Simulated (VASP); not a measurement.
# PbO under strain, part 3 of 5

How do the gap and the pressure of PbO answer to a change of volume or shape? All runs use LDA. Left out of this account: 1 further run (self-consistent run: a reference on another mesh). The start is a cell from a database of measured crystal structures.

VASP 6.6.1; LDA; plane waves and PAW (Pb_d, O).

Still holding for the runs below: Spin-orbit coupling is off here; with elements this heavy it splits and shifts levels by tenths of an eV or more.

So far, least gap on mesh and path (eV): step 2 (bands, cell as listed) 1.81; step 3 (cell volume +4.0 %) 1.75.

The database entry behind the starting cell differs from later determinations by our own check (old inner coordinates, kX units), so it need not match the best structure at ambient conditions.

## 4. Bands, volume times 1.08

The cell is expanded evenly, with fractional positions held.

The input, INCAR:

```
SYSTEM = PbO
PREC = Accurate
ENCUT = 520
EDIFF = 1E-06
NELM = 100
ISMEAR = -1
SIGMA = 0.05
LREAL = .FALSE.
ALGO = Normal
GGA = CA
NBANDS = 61
LORBIT = 11
LWAVE = .FALSE.
LCHARG = .FALSE.
KPAR = 8
```

The input, POSCAR:

```
PbO
1.0
    6.0286911976      0.0000000000      0.0000000000
    0.0000000000      5.6182969704      0.0000000000
    0.0000000000      0.0000000000      4.8662495491
Pb O
4 4
Direct
    0.2310000000      0.0140000000      0.2500000000
    0.7690000000      0.9860000000      0.7500000000
    0.2310000000      0.4860000000      0.7500000000
    0.7690000000      0.5140000000      0.2500000000
    0.8680000000      0.0820000000      0.2500000000
    0.1320000000      0.9180000000      0.7500000000
    0.8680000000      0.4180000000      0.7500000000
    0.1320000000      0.5820000000      0.2500000000
```

The input, KPOINTS:

```
Automatic mesh
0
Gamma
4 5 5
0 0 0
```

The input, KPOINTS_OPT:

```
Line mode
12
Line-mode
Reciprocal
  0.00000000   0.00000000   0.00000000 GAMMA
  0.00000000   0.00000000  -0.50000000 X

  0.00000000   0.00000000  -0.50000000 X
  0.00000000  -0.50000000  -0.50000000 S

  0.00000000  -0.50000000  -0.50000000 S
  0.00000000  -0.50000000   0.00000000 Y

  0.00000000  -0.50000000   0.00000000 Y
  0.00000000   0.00000000   0.00000000 GAMMA

  0.00000000   0.00000000   0.00000000 GAMMA
 -0.50000000   0.00000000   0.00000000 Z

 -0.50000000   0.00000000   0.00000000 Z
 -0.50000000   0.00000000  -0.50000000 U

 -0.50000000   0.00000000  -0.50000000 U
 -0.50000000  -0.50000000  -0.50000000 R

 -0.50000000  -0.50000000  -0.50000000 R
 -0.50000000  -0.50000000   0.00000000 T

 -0.50000000  -0.50000000   0.00000000 T
 -0.50000000   0.00000000   0.00000000 Z

  0.00000000  -0.50000000   0.00000000 Y
 -0.50000000  -0.50000000   0.00000000 T

 -0.50000000   0.00000000  -0.50000000 U
  0.00000000   0.00000000  -0.50000000 X

  0.00000000  -0.50000000  -0.50000000 S
 -0.50000000  -0.50000000  -0.50000000 R
```

Potentials, in the order of the species: Pb_d and O (LDA family, release 64).

Command:

```sh
> mpirun -np 8 vasp_std
```

The log of the run:

```text
[... set-up lines as in an earlier step ...]
 entering main loop
       N       E                     dE             d eps       ncg     rms          rms(c)
DAV:   1     0.108837724405E+04    0.10884E+04   -0.36402E+04  3299   0.156E+03
DAV:   2     0.137058179690E+03   -0.95132E+03   -0.88191E+03  3390   0.456E+02
DAV:   3    -0.430015473462E+02   -0.18006E+03   -0.16762E+03  3788   0.210E+02
DAV:   4    -0.564409160004E+02   -0.13439E+02   -0.13216E+02  3991   0.595E+01
DAV:   5    -0.569003812842E+02   -0.45947E+00   -0.45883E+00  3868   0.117E+01    0.168E+01
DAV:   6    -0.486460947591E+02    0.82543E+01   -0.22934E+01  4943   0.344E+01    0.926E+00
DAV:   7    -0.478584970074E+02    0.78760E+00   -0.48833E+00  4142   0.131E+01    0.350E+00
DAV:   8    -0.476921100139E+02    0.16639E+00   -0.12494E+00  3847   0.472E+00    0.660E-01
DAV:   9    -0.476875747879E+02    0.45352E-02   -0.44896E-02  5076   0.151E+00    0.383E-01
DAV:  10    -0.476884897175E+02   -0.91493E-03   -0.18777E-02  4332   0.122E+00    0.129E-01
DAV:  11    -0.476877589183E+02    0.73080E-03   -0.11148E-03  4628   0.519E-01    0.652E-02
DAV:  12    -0.476877204514E+02    0.38467E-04   -0.43475E-04  4226   0.165E-01    0.165E-02
DAV:  13    -0.476877214853E+02   -0.10339E-05   -0.97490E-05  4444   0.693E-02    0.426E-03
DAV:  14    -0.476877219109E+02   -0.42557E-06   -0.12367E-05  4445   0.263E-02    0.505E-03
DAV:  15    -0.476877216823E+02    0.22859E-06   -0.13664E-06  2126   0.658E-03
   1 F= -.47687722E+02 E0= -.47687722E+02  d E =-.983933E-08
 Start KPOINTS_OPT (optional k-point list driver)
k-point batch [1-27\144]
       N       E                     dE             ncg
DAV:   1     0.153290321337E+05   -0.23579E+05     3294
DAV:   2    -0.941919583601E+04   -0.24748E+05     3350
DAV:   3    -0.139111145173E+05   -0.44919E+04     3914
DAV:   4    -0.142456520268E+05   -0.33454E+03     4020
DAV:   5    -0.142569099712E+05   -0.11258E+02     4052
DAV:   6    -0.142574876893E+05   -0.57772E+00     4182
DAV:   7    -0.142575167752E+05   -0.29086E-01     4802
DAV:   8    -0.142575172124E+05   -0.43724E-03     4504
DAV:   9    -0.142575172167E+05   -0.42864E-05     2760
DAV:  10    -0.142575172173E+05   -0.58039E-06     2357
[...]
k-point batch [136-144\144]
       N       E                     dE             ncg
DAV:   1     0.396667717921E+05   -0.15037E+05     1098
DAV:   2     0.314287265956E+05   -0.82380E+04     1098
DAV:   3     0.299400167175E+05   -0.14887E+04     1280
DAV:   4     0.298221990450E+05   -0.11782E+03     1356
DAV:   5     0.298181610287E+05   -0.40380E+01     1295
DAV:   6     0.298179238180E+05   -0.23721E+00     1355
DAV:   7     0.298179121073E+05   -0.11711E-01     1564
DAV:   8     0.298179119002E+05   -0.20708E-03     1546
DAV:   9     0.298179118985E+05   -0.16907E-05      972
DAV:  10     0.298179118984E+05   -0.14933E-06      748
```

Elapsed: 65 s, on 8 MPI ranks of Intel Xeon 6975P-C (Granite Rapids), shared host; peak memory 4 GiB.

Parts of OUTCAR (step 4):

```text
  LATTYP: Found a simple orthorhombic cell.
 ALAT       =     4.8662495491
 B/A-ratio  =     1.1545435378
 C/A-ratio  =     1.2388783470

 Found     27 irreducible k-points:

   ENCUT  =  520.0 eV  38.22 Ry    6.18 a.u.  11.21 10.45  9.05*2*pi/ulx,y,z

   NELECT =      80.0000    total number of electrons

 E-fermi :   4.6218

 k-point     1 :       0.0000    0.0000    0.0000
  band No.  band energies     occupation
    ...
     36       2.4342      2.00000
     37       2.4567      2.00000
     38       2.9331      2.00000
     39       3.4467      2.00000
     40       3.6855      2.00000
     41       7.0709      0.00000
     42       7.4862      0.00000
     43       7.8778      0.00000
     44       8.1680      0.00000
     45       8.4037      0.00000
    ...

 k-point     2 :       0.2500    0.0000    0.0000
  band No.  band energies     occupation
    ...
     36       2.5800      2.00000
     37       2.6022      2.00000
     38       2.9092      2.00000
     39       3.5843      2.00000
     40       3.6300      2.00000
     41       6.3262      0.00000
     42       7.2604      0.00000
     43       7.3078      0.00000
     44       8.6509      0.00000
     45       9.1227      0.00000
    ...

  Total       -7.0232785    -11.6275445    -10.5155251      0.0000000     -0.0000000      0.0000000
  in kB      -68.2697582   -113.0255131   -102.2161317      0.0000000     -0.0000000      0.0000000
  external PRESSURE =     -94.5038010 kB  Pullay stress =       0.0000000 kB

  energy-cutoff  :      520.00
  volume of cell :      164.82
      direct lattice vectors                 reciprocal lattice vectors
     6.028691198  0.000000000  0.000000000     0.165873482  0.000000000  0.000000000
     0.000000000  5.618296970  0.000000000     0.000000000  0.177989879  0.000000000
     0.000000000  0.000000000  4.866249549     0.000000000  0.000000000  0.205497065

 POSITION                                       TOTAL-FORCE (eV/Angst)
 -----------------------------------------------------------------------------------
      1.39263      0.07866      1.21656        -1.132868     -1.185721      0.000000
      4.63606      5.53964      3.64969         1.132868      1.185721     -0.000000
      1.39263      2.73049      3.64969        -1.132868      1.185721      0.000000
      4.63606      2.88780      1.21656         1.132868     -1.185721      0.000000
      5.23290      0.46070      1.21656        -0.251751      0.324543      0.000000
      0.79579      5.15760      3.64969         0.251751     -0.324543     -0.000000
      5.23290      2.34845      3.64969        -0.251751     -0.324543     -0.000000
      0.79579      3.26985      1.21656         0.251751      0.324543     -0.000000
 -----------------------------------------------------------------------------------
    total drift:                               -0.000000      0.000000     -0.000000

  FREE ENERGIE OF THE ION-ELECTRON SYSTEM (eV)
  ---------------------------------------------------
  free  energy   TOTEN  =       -47.6877216823 eV

  energy  without entropy=      -47.6877216725  energy(sigma->0) =      -47.68772168

 total charge
# of ion       s       p       d       tot
------------------------------------------
    1        1.404   0.564   9.856  11.824
    2        1.404   0.564   9.856  11.824
    3        1.404   0.564   9.856  11.824
    4        1.404   0.564   9.856  11.824
    5        1.565   3.309   0.000   4.875
    6        1.565   3.309   0.000   4.875
    7        1.565   3.309   0.000   4.875
    8        1.565   3.309   0.000   4.875
--------------------------------------------------
tot         11.875  15.493  39.424  66.793

[... 5 parts as in an earlier step ...]

[... 6 further parts left out ...]
```

Numbers from this step:

```
SCF cycles                        : 15
free energy (TOTEN)               : -47.69 eV
Fermi energy                      : 4.622 eV
pressure                          : -9.450 GPa
least gap on mesh and path        : 1.695 eV
least direct gap on mesh and path : 1.929 eV
valence top at k                  : -0.5, -0.1818, 0
```

Electronic bands along the path, in eV, zero at the valence-band top; v1 is the highest filled band, c1 the lowest empty one:

```
          point     v4     v3     v2     v1    c1    c2    c3    c4
              Γ  -1.30  -0.82  -0.31  -0.07  3.32  3.73  4.12  4.41
0.55 of the way  -0.94  -0.72  -0.24  -0.14  3.50  3.93  4.17  4.22
              X  -0.64  -0.64  -0.16  -0.16  3.91  3.91  4.30  4.30
0.55 of the way  -0.66  -0.66  -0.30  -0.30  3.27  3.27  3.41  3.41
              S  -0.54  -0.54  -0.54  -0.54  2.94  2.94  2.94  2.94
0.45 of the way  -0.61  -0.61  -0.30  -0.30  2.93  2.93  3.44  3.44
              Y  -0.69  -0.69  -0.13  -0.13  3.39  3.39  4.45  4.45
0.55 of the way  -1.06  -0.93  -0.12  -0.10  3.40  3.74  4.04  4.21
              Γ  -1.30  -0.82  -0.31  -0.07  3.32  3.73  4.12  4.41
0.45 of the way  -1.16  -0.84  -0.19  -0.10  2.63  3.56  3.63  4.82
              Z  -0.87  -0.74  -0.48  -0.01  2.61  2.71  3.20  4.74
0.45 of the way  -0.66  -0.50  -0.29  -0.22  2.92  2.95  2.97  4.08
              U  -0.52  -0.52  -0.33  -0.33  3.07  3.07  3.07  3.07
0.55 of the way  -0.51  -0.51  -0.38  -0.38  2.14  2.14  2.78  2.78
              R  -0.48  -0.48  -0.48  -0.48  2.19  2.19  2.19  2.19
0.45 of the way  -0.67  -0.67  -0.29  -0.29  1.92  1.92  2.91  2.91
              T  -0.48  -0.48  -0.42  -0.42  2.80  2.80  3.57  3.57
0.55 of the way  -0.86  -0.82  -0.44  -0.01  2.16  2.95  3.34  4.56
              Z  -0.87  -0.74  -0.48  -0.01  2.61  2.71  3.20  4.74
      jump to Y  -0.69  -0.69  -0.13  -0.13  3.39  3.39  4.45  4.45
0.45 of the way  -0.60  -0.60  -0.18  -0.18  3.14  3.14  4.00  4.00
              T  -0.48  -0.48  -0.42  -0.42  2.80  2.80  3.57  3.57
      jump to U  -0.52  -0.52  -0.33  -0.33  3.07  3.07  3.07  3.07
0.55 of the way  -0.64  -0.64  -0.16  -0.16  3.38  3.38  3.73  3.73
              X  -0.64  -0.64  -0.16  -0.16  3.91  3.91  4.30  4.30
      jump to S  -0.54  -0.54  -0.54  -0.54  2.94  2.94  2.94  2.94
```

Of the projections kept (Pb, O), the largest for each band there; the rest of the weight can lie on other orbitals:

```
point      v4      v3      v2      v1       c1       c2       c3       c4
    Γ  O 0.81  O 0.93  O 0.84  O 0.74   O 0.53   O 0.56  Pb 0.50  Pb 0.60
    X  O 0.81  O 0.81  O 0.81  O 0.81  Pb 0.56  Pb 0.56  Pb 0.73  Pb 0.73
    S  O 0.84  O 0.84  O 0.84  O 0.84  Pb 0.61  Pb 0.61  Pb 0.61  Pb 0.61
    Y  O 0.78  O 0.78  O 0.76  O 0.76  Pb 0.84  Pb 0.84  Pb 0.60  Pb 0.60
    Γ  O 0.81  O 0.93  O 0.84  O 0.74   O 0.53   O 0.56  Pb 0.50  Pb 0.60
    Z  O 0.92  O 0.62  O 0.75  O 0.79  Pb 0.52  Pb 0.70  Pb 0.61  Pb 0.83
```

Force by atom:

```csv
atom,x (eV/Å),y (eV/Å),z (eV/Å),size
Pb1,-1.13,-1.19,0.00,1.64
Pb2,1.13,1.19,0.00,1.64
Pb3,-1.13,1.19,0.00,1.64
Pb4,1.13,-1.19,0.00,1.64
O5,-0.25,0.32,0.00,0.41
O6,0.25,-0.32,0.00,0.41
O7,-0.25,-0.32,0.00,0.41
O8,0.25,0.32,0.00,0.41
```

The gap is 1.70 eV, indirect. That is -0.12 eV from the cell as listed. The pressure is -9.45 GPa.

## 5. Bands, sheared, principal strains -1.6, -0.2, +1.9 %

The cell is sheared at fixed volume, which lowers its symmetry.

INCAR is that of step 4.

Edit POSCAR of step 4 so:

```diff
@@ -2,5 +2,5 @@
 1.0
-    6.0286911976      0.0000000000      0.0000000000
-    0.0000000000      5.6182969704      0.0000000000
-    0.0000000000      0.0000000000      4.8662495491
+    5.8698480000      0.0665060000     -0.0242710000
+    0.0619790000      5.5375250000      0.0382370000
+   -0.0195910000      0.0331190000      4.6961260000
 Pb O
```

KPOINTS is that of step 4.

The input, KPOINTS_OPT:

```
Line mode
12
Line-mode
Reciprocal
  0.00000000   0.00000000  -0.50000000 X
  0.00000000   0.00000000   0.00000000 GAMMA

  0.00000000   0.00000000   0.00000000 GAMMA
  0.50000000   0.00000000   0.00000000 Y

  0.50000000   0.00000000  -0.50000000 L
  0.00000000   0.00000000   0.00000000 GAMMA

  0.00000000   0.00000000   0.00000000 GAMMA
 -0.50000000  -0.50000000   0.00000000 Z

 -0.50000000  -0.50000000  -0.50000000 N
  0.00000000   0.00000000   0.00000000 GAMMA

  0.00000000   0.00000000   0.00000000 GAMMA
  0.00000000  -0.50000000   0.00000000 M

  0.00000000  -0.50000000  -0.50000000 R
  0.00000000   0.00000000   0.00000000 GAMMA
```

Command:

```sh
> mpirun -np 8 vasp_std
```

The log of the run:

```text
[... set-up lines as in an earlier step ...]
 entering main loop
       N       E                     dE             d eps       ncg     rms          rms(c)
DAV:   1     0.110109199624E+04    0.11011E+04   -0.36552E+04  6248   0.159E+03
DAV:   2     0.137131520123E+03   -0.96396E+03   -0.89411E+03  6398   0.466E+02
DAV:   3    -0.432386481761E+02   -0.18037E+03   -0.16905E+03  7068   0.214E+02
DAV:   4    -0.565001793163E+02   -0.13262E+02   -0.13052E+02  7623   0.604E+01
DAV:   5    -0.569341454868E+02   -0.43397E+00   -0.43347E+00  7276   0.114E+01    0.166E+01
DAV:   6    -0.488141365036E+02    0.81200E+01   -0.21027E+01  9552   0.354E+01    0.801E+00
DAV:   7    -0.483244756458E+02    0.48966E+00   -0.45049E+00  7652   0.121E+01    0.345E+00
DAV:   8    -0.481897077887E+02    0.13477E+00   -0.10367E+00  7192   0.426E+00    0.795E-01
DAV:   9    -0.481747224196E+02    0.14985E-01   -0.34780E-02  9324   0.165E+00    0.305E-01
DAV:  10    -0.481758091678E+02   -0.10867E-02   -0.15774E-02  8144   0.796E-01    0.120E-01
DAV:  11    -0.481758685782E+02   -0.59410E-04   -0.90622E-04  8868   0.187E-01    0.333E-02
DAV:  12    -0.481758551671E+02    0.13411E-04   -0.17421E-04  9563   0.110E-01    0.463E-02
DAV:  13    -0.481758259553E+02    0.29212E-04   -0.62403E-05  8879   0.530E-02    0.153E-02
DAV:  14    -0.481758245718E+02    0.13836E-05   -0.16189E-05  7159   0.175E-02    0.331E-03
DAV:  15    -0.481758245958E+02   -0.24038E-07   -0.53572E-07  3846   0.623E-03
   1 F= -.48175825E+02 E0= -.48175825E+02  d E =-.476874E-08
 Start KPOINTS_OPT (optional k-point list driver)
k-point batch [1-51\84]
       N       E                     dE             ncg
DAV:   1     0.327245201311E+05   -0.17718E+05     6240
DAV:   2    -0.148722954602E+05   -0.47597E+05     6286
DAV:   3    -0.234959921695E+05   -0.86237E+04     7174
DAV:   4    -0.241470555717E+05   -0.65106E+03     7703
DAV:   5    -0.241687515612E+05   -0.21696E+02     7516
DAV:   6    -0.241699079274E+05   -0.11564E+01     7988
DAV:   7    -0.241699589744E+05   -0.51047E-01     8908
DAV:   8    -0.241699598369E+05   -0.86245E-03     8677
DAV:   9    -0.241699598461E+05   -0.92004E-05     5308
DAV:  10    -0.241699598471E+05   -0.10669E-05     4125
DAV:  11    -0.241699598475E+05   -0.39683E-06     3924
k-point batch [52-84\84]
       N       E                     dE             ncg
DAV:   1     0.400292849356E+05   -0.98218E+04     4031
DAV:   2     0.919169282357E+04   -0.30838E+05     4066
DAV:   3     0.356473174581E+04   -0.56270E+04     4603
DAV:   4     0.313698551547E+04   -0.42775E+03     5058
DAV:   5     0.312275719585E+04   -0.14228E+02     4932
DAV:   6     0.312201288364E+04   -0.74431E+00     5107
DAV:   7     0.312197498897E+04   -0.37895E-01     5828
DAV:   8     0.312197429756E+04   -0.69141E-03     5645
DAV:   9     0.312197429172E+04   -0.58389E-05     3516
DAV:  10     0.312197429105E+04   -0.67790E-06     2693
```

It took 54 s on 8 MPI ranks; peak memory 5.4 GiB; 7.1 min of CPU time.

OUTCAR, selected parts (step 5):

```text
   k-points           NKPTS =     51   k-points in BZ     NKDIM =     51   number of bands    NBANDS=     61

   ENCUT  =  520.0 eV  38.22 Ry    6.18 a.u.  10.91 10.30  8.73*2*pi/ulx,y,z

   NELECT =      80.0000    total number of electrons

 E-fermi :   5.4494

 k-point     1 :       0.0000    0.0000    0.0000
  band No.  band energies     occupation
    ...
     36       3.1119      2.00000
     37       3.1462      2.00000
     38       3.4296      2.00000
     39       4.1888      2.00000
     40       4.4946      2.00000
     41       7.9354      0.00000
     42       8.5148      0.00000
     43       8.9239      0.00000
     44       9.0886      0.00000
     45       9.4789      0.00000
    ...

  Total        0.3380254     -7.7487665     -4.6610153     -0.5175604     -0.5284055      0.2274493
  in kB        3.5486377    -81.3476230    -48.9319835     -5.4334210     -5.5472742      2.3877946
  external PRESSURE =     -42.2436563 kB  Pullay stress =       0.0000000 kB

 POSITION                                       TOTAL-FORCE (eV/Angst)
 -----------------------------------------------------------------------------------
      1.35190      0.10117      1.16896        -0.138879     -1.089337      0.016188
      4.56033      5.53598      3.54113         0.138879      1.089337     -0.016188
      1.37136      2.73144      3.53507        -0.161121      0.991471      0.021955
      4.54087      2.90571      1.17502         0.161121     -0.991471     -0.021955
      5.09521      0.52008      1.15610        -0.662610      0.475606     -0.000458
      0.81702      5.11707      3.55399         0.662610     -0.475606      0.000458
      5.10624      2.39725      3.51701        -0.512825     -0.346967     -0.051864
      0.80599      3.23990      1.19308         0.512825      0.346967      0.051864
 -----------------------------------------------------------------------------------
    total drift:                                0.000000      0.000000     -0.000000

  FREE ENERGIE OF THE ION-ELECTRON SYSTEM (eV)
  ---------------------------------------------------
  free  energy   TOTEN  =       -48.1758245958 eV

  energy  without entropy=      -48.1758245910  energy(sigma->0) =      -48.17582459

[... 1 part as in an earlier step ...]

[... 14 further parts left out ...]
```

The path and its labels are those of the sheared lattice, so a letter need not mean the same point as in the unstrained cell.

Numbers from this step:

- irreducible k-points: 51
- symmetry operations: 2
- free energy (TOTEN): -48.18 eV
- Fermi energy: 5.449 eV
- pressure: -4.224 GPa
- least gap on mesh and path: 1.758 eV
- least direct gap on mesh and path: 2.007 eV
- valence top at k: 0.5, 0, 0
- conduction bottom at k: 0.5, -0.4, 0.4
- least direct gap at k: 0.5, -0.4, 0.4

The electronic bands at the labelled points (eV, zero at the valence-band top; v1 is the highest filled band, c1 the lowest empty one):

```
          point     v4     v3     v2     v1    c1    c2    c3    c4
              X  -0.72  -0.70  -0.21  -0.13  4.01  4.05  4.58  4.62
0.55 of the way  -1.26  -0.70  -0.46  -0.09  3.53  4.19  4.30  4.57
              Γ  -1.39  -1.11  -0.35  -0.04  3.40  3.98  4.39  4.55
0.55 of the way  -1.15  -1.13  -0.19  -0.12  2.56  3.58  3.68  5.23
              Y  -1.15  -0.72  -0.59   0.00  2.58  2.88  3.38  4.96
      jump to L  -0.52  -0.48  -0.45  -0.39  3.12  3.13  3.38  3.40
0.45 of the way  -0.86  -0.57  -0.41  -0.17  3.07  3.52  3.77  4.18
              Γ  -1.39  -1.11  -0.35  -0.04  3.40  3.98  4.39  4.55
0.45 of the way  -1.13  -1.03  -0.15  -0.04  2.68  3.69  3.94  4.55
              Z  -0.61  -0.51  -0.48  -0.43  2.90  3.03  3.75  3.79
      jump to N  -0.62  -0.60  -0.55  -0.48  2.30  2.32  2.41  2.44
0.55 of the way  -1.06  -0.56  -0.41  -0.15  2.89  3.23  3.40  4.37
              Γ  -1.39  -1.11  -0.35  -0.04  3.40  3.98  4.39  4.55
0.55 of the way  -1.12  -1.06  -0.11  -0.06  3.54  3.73  4.32  4.54
              M  -0.78  -0.76  -0.11  -0.09  3.45  3.51  4.73  4.81
      jump to R  -0.70  -0.64  -0.62  -0.62  3.11  3.11  3.18  3.18
0.45 of the way  -0.99  -0.51  -0.49  -0.19  3.35  3.51  3.96  3.99
              Γ  -1.39  -1.11  -0.35  -0.04  3.40  3.98  4.39  4.55
```

Of the projections kept (Pb, O), the largest for each band there; the rest of the weight can lie on other orbitals:

```
point      v4      v3      v2      v1       c1       c2       c3       c4
    X  O 0.79  O 0.79  O 0.76  O 0.76  Pb 0.56  Pb 0.57  Pb 0.76  Pb 0.75
    Γ  O 0.65  O 0.92  O 0.78  O 0.72   O 0.52   O 0.56  Pb 0.53  Pb 0.61
    Y  O 0.91  O 0.55  O 0.74  O 0.75  Pb 0.53  Pb 0.70  Pb 0.63  Pb 0.83
    L  O 0.65  O 0.65  O 0.74  O 0.76  Pb 0.62  Pb 0.60  Pb 0.77  Pb 0.77
    Γ  O 0.65  O 0.92  O 0.78  O 0.72   O 0.52   O 0.56  Pb 0.53  Pb 0.61
    Z  O 0.71  O 0.73  O 0.73  O 0.74  Pb 0.82  Pb 0.83  Pb 0.71  Pb 0.73
```

Force by atom:

```
atom  x (eV/Å)  y (eV/Å)  z (eV/Å)  size
 Pb1     -0.14     -1.09      0.02  1.10
 Pb2      0.14      1.09     -0.02  1.10
 Pb3     -0.16      0.99      0.02  1.00
 Pb4      0.16     -0.99     -0.02  1.00
  O5     -0.66      0.48      0.00  0.82
  O6      0.66     -0.48      0.00  0.82
  O7     -0.51     -0.35     -0.05  0.62
  O8      0.51      0.35      0.05  0.62
```

The gap is 1.76 eV, indirect. The path differs from that of the listed cell and a band edge lies off the zone's corner points, so the two gaps may rest on unlike samples; on the common mesh the gap moves by -0.06 eV. The pressure is -4.22 GPa, and the symmetry operations fall from 8 to 2.

[end of part 3 of 5]

[Lines on the potential files, build, host, timing and source positions are cut from VASP's logs without a mark.]

[Logs are printed without paths, hosts, clocks, repeated set-up lines and the standing remarks that a program may print on its own settings, such as how far it seeks lower states.]

[Hosts, paths, dates, database ids (printed as entryN), source tags and the programs' standing remarks are cut or masked in the printed files.]

[A measured line is paired with the nearest computed mode of its activity, which favours agreement.]
